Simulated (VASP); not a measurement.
# Sn2GeO2 (P-3m1) in VASP: further runs

One crystal, Sn2GeO2, is run at these levels: PBE; tasks: relaxation of cell and atoms.

All numbers are computed with VASP 6.6.1; they aren't measurements. Logs are shortened: lines on timing, memory, paths and dates and some standing lists are left out, and cuts for length are marked.

### Step 1. Starting point

It takes space group P-3m1 (No. 164, trigonal). Conventional cell: a = 3.100 Å, b = 3.100 Å, c = 10.700 Å, α = 90.00°, β = 90.00°, γ = 120.00°. Around Sn (site symmetry 3m) lie 9 Sn at 3.10 to 3.13 Å. Around Ge (site symmetry -3m) lie 6 O at 2.03 Å. O (site symmetry 3m) is surrounded by 3 Ge at 2.03 Å.

The cell was built by a generator and needn't be a form met in nature.

### Step 2. Relaxation of cell and atoms, PBE

INCAR reads:

```
SYSTEM = Sn2GeO2
PREC = Normal
ENCUT = 520
EDIFF = 1E-4
ISMEAR = 0
SIGMA = 0.15
LREAL = .False.
LASPH = .True.
NELM = 60
ALGO = Fast
ISIF = 3
LWAVE = .False.
LCHARG = .False.
GGA = PE
IBRION = 2
NSW = 24
EDIFFG = -0.08
KPAR = 2
```

KPOINTS reads:

```
regular mesh
0
Gamma
  5 5 2
  0 0 0
```

POSCAR reads:

```
Sn2GeO2
1.0
    3.1000000000      0.0000000000      0.0000000000
   -1.5500000000      2.6846787500      0.0000000000
    0.0000000000      0.0000000000     10.7000000000
Sn Ge O
2 1 2
Direct
    0.6666666700      0.3333333300      0.3800000000
    0.3333333300      0.6666666700      0.6200000000
    0.0000000000      0.0000000000      0.0000000000
    0.6666666700      0.3333333300      0.9100000000
    0.3333333300      0.6666666700      0.0900000000
```

Potentials or basis: VASP PAW PBE potentials, release 64 (Sn_d, Ge_d, O).

Started as:

```sh
$ cat potpaw_PBE.64/Sn_d/POTCAR potpaw_PBE.64/Ge_d/POTCAR potpaw_PBE.64/O/POTCAR > POTCAR
$ mpirun -np 2 vasp_std > vasp.out
```

OUTCAR:

```text
SYSTEM = Sn2GeO2
   PREC = Normal
   ENCUT = 520
   EDIFF = 1E-4
   ISMEAR = 0
   LREAL = .False.
   LASPH = .True.
   NELM = 60
   ISIF = 3
   GGA = PE
   IBRION = 2
   NSW = 24
   EDIFFG = -0.08

 ion  position               nearest neighbor table
   1  0.667  0.333  0.380-   2 3.13   2 3.13   2 3.13
   2  0.333  0.667  0.620-   1 3.13   1 3.13   1 3.13
   3  0.000  0.000  0.000-   4 2.03   5 2.03   5 2.03   4 2.03   4 2.03   5 2.03
   4  0.667  0.333  0.910-   3 2.03   3 2.03   3 2.03
   5  0.333  0.667  0.090-   3 2.03   3 2.03   3 2.03

  LATTYP: Found a hexagonal cell.
 ALAT       =     3.1000000000
 C/A-ratio  =     3.4516129032

  Lattice vectors:

 A1 = (   3.1000000000,   0.0000000000,   0.0000000000)
 A2 = (  -1.5500000000,   2.6846787500,   0.0000000000)
 A3 = (   0.0000000000,   0.0000000000,  10.7000000000)

Analysis of symmetry for initial positions (statically):
=====================================================================
 Subroutine PRICEL returns:
 Original cell was already a primitive cell.

 Routine SETGRP: Setting up the symmetry group for a
 hexagonal supercell.

 Subroutine GETGRP returns: Found 12 space group operations
 (whereof 12 operations were pure point group operations)
 out of a pool of 24 trial point group operations.

The static configuration has the point symmetry D_3d.

Analysis of symmetry for dynamics (positions and initial velocities):
=====================================================================
 Subroutine PRICEL returns:
 Original cell was already a primitive cell.

 Routine SETGRP: Setting up the symmetry group for a
 hexagonal supercell.

 Subroutine GETGRP returns: Found 12 space group operations
 (whereof 12 operations were pure point group operations)
 out of a pool of 24 trial point group operations.

The dynamic configuration has the point symmetry D_3d.

 Subroutine INISYM returns: Found 12 space group operations
 (whereof 12 operations are pure point group operations),
 and found     1 'primitive' translations

----------------------------------------------------------------------------------------

                                     Primitive cell

  volume of cell :      89.0508

  direct lattice vectors                    reciprocal lattice vectors
     3.100000000  0.000000000  0.000000000     0.322580645  0.186242022  0.000000000
    -1.550000000  2.684678750  0.000000000     0.000000000  0.372484045  0.000000000
     0.000000000  0.000000000 10.700000000     0.000000000  0.000000000  0.093457944

  length of vectors
     3.100000000  3.099999999 10.700000000     0.372484045  0.372484045  0.093457944

  position of ions in fractional coordinates (direct lattice)
     0.666666670  0.333333330  0.380000000
     0.333333330  0.666666670  0.620000000
     0.000000000  0.000000000  0.000000000
     0.666666670  0.333333330  0.910000000
     0.333333330  0.666666670  0.090000000

  ion indices of the primitive-cell ions
   primitive index   ion index
                 1           1
                 2           2
                 3           3
                 4           4
                 5           5

----------------------------------------------------------------------------------------

 KPOINTS: regular mesh

Automatic generation of k-mesh.
 Grid dimensions read from file:
 generate k-points for:    5    5    2

 Generating k-lattice:

  Cartesian coordinates                     Fractional coordinates (reciprocal lattice)
     0.064516129  0.037248404  0.000000000     0.200000000  0.000000000  0.000000000
     0.000000000  0.074496809  0.000000000     0.000000000  0.200000000  0.000000000
     0.000000000  0.000000000  0.046728972     0.000000000  0.000000000  0.500000000

  Length of vectors
     0.074496809  0.074496809  0.046728972

  Shift w.r.t. Gamma in fractional coordinates (k-lattice)
     0.000000000  0.000000000  0.000000000

 Subroutine IBZKPT returns following result:
 ===========================================

 Found     10 irreducible k-points:

 Following reciprocal coordinates:
            Coordinates               Weight
  0.000000  0.000000  0.000000      1.000000
  0.200000  0.000000  0.000000      6.000000
  0.400000  0.000000  0.000000      6.000000
  0.200000  0.200000  0.000000      6.000000
  0.400000  0.200000  0.000000      6.000000
  0.000000  0.000000  0.500000      1.000000
  0.200000  0.000000  0.500000      6.000000
  0.400000  0.000000  0.500000      6.000000
  0.200000  0.200000  0.500000      6.000000
  0.400000  0.200000  0.500000      6.000000
   k-points           NKPTS =     10   k-points in BZ     NKDIM =     10   number of bands    NBANDS=     32
   number of dos      NEDOS =    301   number of ions     NIONS =      5
   total plane-waves  NPLWV =  19440
   dimension x,y,z NGX =    18 NGY =   18 NGZ =   60
   dimension x,y,z NGXF=    36 NGYF=   36 NGZF=  120
   ions per type =               2   1   2
   NGX,Y,Z   is equivalent  to a cutoff of   9.65,  9.65,  9.32 a.u.
   NGXF,Y,Z  is equivalent  to a cutoff of  19.31, 19.31, 18.64 a.u.
 SYSTEM =  Sn2GeO2
   PREC   = normal    normal or accurate (medium, high low for compatibility)
   ISTART =      0    job   : 0-new  1-cont  2-samecut
   ICHARG =      2    charge: 1-file 2-atom 10-const
   ISPIN  =      1    spin polarized calculation?
   LNONCOLLINEAR =      F non collinear calculations
   LSORBIT =      F    spin-orbit coupling
   LASPH  =      T    aspherical Exc in radial PAW
   ENCUT  =  520.0 eV  38.22 Ry    6.18 a.u.   5.76  5.76 19.89*2*pi/ulx,y,z
   NELM   =     60;   NELMIN=  2; NELMDL= -5     # of ELM steps
   EDIFF  = 0.1E-03   stopping-criterion for ELM
   LREAL  =      F    real-space projection
   EDIFFG = -.8E-01   stopping-criterion for IOM
   NSW    =     24    number of steps for IOM
   IBRION =      2    ionic relax: 0-MD 1-quasi-New 2-CG
   NFREE  =      1    steps in history (QN), initial steepest desc. (CG)
   ISIF   =      3    stress and relaxation
   ISYM   =      2    0-nonsym 1-usesym 2-fastsym
   POTIM  = 0.5000    time-step for ionic-motion
   TEBEG  =    0.0;   TEEND  =   0.0 temperature during run
   PSTRESS=    0.0 pullay stress
   NELECT =      54.0000    total number of electrons
   NUPDOWN=      -1.0000    fix difference up-down
   EMIN   =  10.00;   EMAX   =-10.00  energy-range for DOS
   EFERMI =   0.00;   METHOD = LEGACY
   ISMEAR =     0;   SIGMA  =   0.15  broadening in eV -4-tet -1-fermi 0-gaus
   EFERMI_NEDOS =   21; number of points for ismear=-14 and -15
   IALGO  =     68    algorithm
   IMIX   =      4    mixing-type and parameters
     AMIX     =   0.40;   BMIX     =  1.00
     AMIX_MAG =   1.60;   BMIX_MAG =  1.00
  volume/ion in A,a.u.               =      17.81       120.19
  Fermi-wavevector in a.u.,A,eV,Ry     =   1.385671  2.618539 26.124333  1.920084
  Thomas-Fermi vector in A             =   2.510059
   LORBIT       =      0    0 simple, 1 ext, 2 COOP (PROOUT), +10 PAW based schemes
   GGA     = PE    functional components
   LHFCALC =     F    Hartree Fock is set to
   AEXX    =    0.0000 exact exchange contribution
   IVDW    =     0    specifies the selected vdW correction
   LEPSILON=     F    determine dielectric tensor
   LRPA    =     F    only Hartree local field effects (RPA)
 conjugate gradient relaxation of ions
 non-spin polarized calculation
 RMM-DIIS sequential band-by-band and
 Gauss-broadening in eV      SIGMA  =   0.15
  energy-cutoff  :      520.00
  volume of cell :       89.05
 maximum number of plane-waves:      2416
   NGX = 11   NGY = 11   NGZ = 39

--------------------------------------- Ionic step        1  -------------------------------------------

 number of electron      53.9999996 magnetization

 Free energy of the ion-electron system (eV)
  ---------------------------------------------------
  ext. energy  EPLUGINS =         0.00000000
  ---------------------------------------------------
  free energy    TOTEN  =       -25.50949496 eV

  energy without entropy =      -25.49411519  energy(sigma->0) =      -25.50180507

------------------------ aborting loop because EDIFF is reached ----------------------------------------

  FORCE on cell =-STRESS in cart. coord.  units (eV):
  Direction    XX          YY          ZZ          XY          YZ          ZX
  --------------------------------------------------------------------------------------
  -------------------------------------------------------------------------------------
  Total        0.8375667      0.8375667      1.0491635     -0.0000000     -0.0000000      0.0000000
  in kB       15.0692684     15.0692684     18.8762601     -0.0000000     -0.0000000      0.0000000
  external PRESSURE =      16.3382656 kB  Pullay stress =       0.0000000 kB
[... 98 lines left out ...]
  FREE ENERGIE OF THE ION-ELECTRON SYSTEM (eV)
  ---------------------------------------------------
  free  energy   TOTEN  =       -25.5518641974 eV

  energy  without entropy=      -25.5330955038  energy(sigma->0) =      -25.54247985

 E-fermi :   6.5132     XC(G=0): -10.0272

 val. band max:        6.3695163617   @ k =   0.2000   0.2000   0.0000
 cond. band min:       6.6408527054   @ k =   0.2000   0.0000   0.5000
 fundamental gap:      0.2713363436
 Fermi energy:         6.5131797731

 k-point     1 :       0.0000    0.0000    0.0000
  band No.  band energies     occupation
      1     -20.3464      2.00000
      2     -20.2903      2.00000
      3     -20.2903      2.00000
      4     -20.2373      2.00000
      5     -20.2373      2.00000
      6     -15.5633      2.00000
[... 339 lines left out ...]
     31       8.9729      0.00000
     32       9.7069      0.00000

[... ionic steps 4 to 16 ...]

--------------------------------------- Ionic step       17  -------------------------------------------

 number of electron      54.0000019 magnetization

------------------------ aborting loop because EDIFF is reached ----------------------------------------

  FORCE on cell =-STRESS in cart. coord.  units (eV):
  Direction    XX          YY          ZZ          XY          YZ          ZX
  --------------------------------------------------------------------------------------
  -------------------------------------------------------------------------------------
  Total        0.3063753      0.3063753     -0.1966200      0.0000000      0.0000000      0.0000000
  in kB        5.1343755      5.1343755     -3.2950477      0.0000000      0.0000000      0.0000000
  external PRESSURE =       2.3245678 kB  Pullay stress =       0.0000000 kB
[... 63 lines left out ...]
  energy  without entropy=      -25.5789910267  energy(sigma->0) =      -25.58466283

--------------------------------------- Ionic step       19  -------------------------------------------

 number of electron      53.9999964 magnetization

 Free energy of the ion-electron system (eV)
  ---------------------------------------------------
  ext. energy  EPLUGINS =         0.00000000
  ---------------------------------------------------
  free energy    TOTEN  =       -25.59124264 eV

  energy without entropy =      -25.58112746  energy(sigma->0) =      -25.58618505

 E-fermi :   6.1650     XC(G=0):  -9.8388

 val. band max:        5.9798398671   @ k =   0.2000   0.2000   0.0000
 cond. band min:       6.3251703150   @ k =   0.2000   0.0000   0.5000
 fundamental gap:      0.3453304479
 Fermi energy:         6.1650208406

 k-point     1 :       0.0000    0.0000    0.0000
  band No.  band energies     occupation
      1     -20.6532      2.00000
      2     -20.5931      2.00000
      3     -20.5931      2.00000
      4     -20.5398      2.00000
      5     -20.5398      2.00000
      6     -15.8313      2.00000
[... 371 lines left out ...]
  FREE ENERGIE OF THE ION-ELECTRON SYSTEM (eV)
  ---------------------------------------------------
  free  energy   TOTEN  =       -25.5912426415 eV

  energy  without entropy=      -25.5811274576  energy(sigma->0) =      -25.58618505

 reached required accuracy - stopping structural energy minimisation
```

Wall time 62 s (2 MPI ranks of AMD EPYC 9R45 (Zen 5), shared host); peak memory 0.14 GiB.

Results:

```yaml
Free_energy: -25.5912 eV
Relaxed_volume: 19.48 Å³/atom
Relaxed_cell: a = 3.118 Å, b = 3.118 Å, c = 11.571 Å, α = 90.00°, β = 90.00°, γ = 120.00°
Space_group_after_relaxing_to_0.05_Å: P-3m1 (No. 164)
Energy_gained_by_relaxing: 16.3 meV/atom
Ionic_steps: 19
Pressure_after_relaxing: 0.0 GPa
Largest_force_after_relaxing: 0.048 eV/Å
Band_gap_on_the_k_mesh: none (metal or under the smearing width)
```

Forces in eV/Å, atoms in the order of the input:
```
Sn   0.000  0.000  0.048
Sn   0.000  0.000 -0.048
Ge   0.000  0.000  0.000
O    0.000  0.000  0.005
O    0.000  0.000 -0.005
```

The path:
```
step  energy change (eV)  largest force (eV/Å)  pressure (GPa)  volume (Å³)
   1              0.0000                0.5282            1.63        89.05
   2             -0.0379                0.3928           -0.34        91.41
   3             -0.0424                0.3525           -0.88        92.23
   4             -0.0570                0.1351            0.70        91.77
   5             -0.0571                0.1128            0.66        91.78
   6             -0.0571                0.1078            0.60        91.80
   7             -0.0615                0.1323           -0.30        92.62
   8             -0.0615                0.1264            0.52        92.64
   9             -0.0648                0.1335            0.01        93.49
  10             -0.0650                0.1945           -1.46        94.28
  11             -0.0651                0.1673           -0.37        93.79
  12             -0.0651                0.1488           -0.55        93.97
  13             -0.0682                0.1456           -0.35        94.03
  14             -0.0733                0.1393            0.61        94.20
  15             -0.0736                0.1176            0.73        94.26
  16             -0.0756                0.1265            0.48        94.70
  17             -0.0786                0.1057            0.23        95.60
  18             -0.0808                0.0824            0.05        97.42
  19             -0.0817                0.0476           -0.02        97.40
```

Final structure:
```
Sn Ge O
1.0
     3.11766    0.00000    0.00000
    -1.55883    2.69997    0.00000
     0.00000    0.00000   11.57054
Sn Ge O
2 1 2
Direct
  0.66667 0.33333 0.38656
  0.33333 0.66667 0.61344
  0.00000 0.00000 0.00000
  0.66667 0.33333 0.92055
  0.33333 0.66667 0.07945
```

Caveat: the k mesh is coarse (spacing up to 0.47 Å⁻¹), so the values aren't converged; the relaxation stopped at a loose force limit of 0.08 eV/Å, so its end isn't a converged minimum.

(Part 1 of 2 ends here.)
